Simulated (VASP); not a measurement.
An input for Ansatz (written as the equivalent of a VASP run, and not itself run):

Ansatz 0.2 input:
```yaml
crystal:
  lattice:
    - [1.2555416, -2.1746622, 0.0000000]
    - [1.2555416, 2.1746622, 0.0000000]
    - [0.0000000, 0.0000000, 7.2027062]
  atoms:
    - { symbol: B, position: [0.3333330, 0.6666670, 0.2500000] }
    - { symbol: B, position: [0.6666670, 0.3333330, 0.7500000] }
    - { symbol: N, position: [0.6666670, 0.3333330, 0.2500000] }
    - { symbol: N, position: [0.3333330, 0.6666670, 0.7500000] }
kpoints:
  mp_grid: { grid: [9, 9, 3] }
hamiltonian:
  xc: pbe
  pseudopotentials: { kind: paw }
scf:
  occupations: { method: gaussian, width: 0.05 }
  max_iter: 100
relax:
  max_steps: 60
  f_tol: 0.02
  cell: {}
output: { forces: true, stress: true, eigenvalues: true }
```

Task: Write the VASP files for the same calculation (PBE).

Result: Several could match; the one computed here: 
**POSCAR**
```
BN
1
    1.2555415884    -2.1746622141    -0.0000000000
    1.2555415884     2.1746622141    -0.0000000000
    0.0000000000    -0.0000000000     7.2027062358
B N
2 2
Direct
  0.3333330000   0.6666670000   0.2500000000
  0.6666670000   0.3333330000   0.7500000000
  0.6666670000   0.3333330000   0.2500000000
  0.3333330000   0.6666670000   0.7500000000
```

**KPOINTS**
```
Automatic mesh
0
Gamma
9 9 3
0 0 0
```

### INCAR
```
SYSTEM = BN
PREC = Accurate
ENCUT = 520
EDIFF = 1E-6
NELM = 100
ALGO = Normal
LREAL = .FALSE.
LASPH = .TRUE.
ISMEAR = 0
SIGMA = 0.05
GGA = PE
LWAVE = .FALSE.
LCHARG = .FALSE.
IBRION = 2
ISIF = 3
NSW = 60
EDIFFG = -0.02
```

POTCAR, in this order: B N (PBE.64 set). Program: vasp_std.

What does not carry over: each code has its own PAW files, so the cut-off isn't converted (ENCUT is set for VASP's; basis.ecutwfc is left out, and Ansatz then takes the one that its files recommend); Ansatz stops its SCF on the density residual and VASP on the energy change (EDIFF).

The compound is BN in the hex structure. This run relaxes it. Symmetry was kept, so distortions that lower it aren't found. The start is the result of an earlier pass.
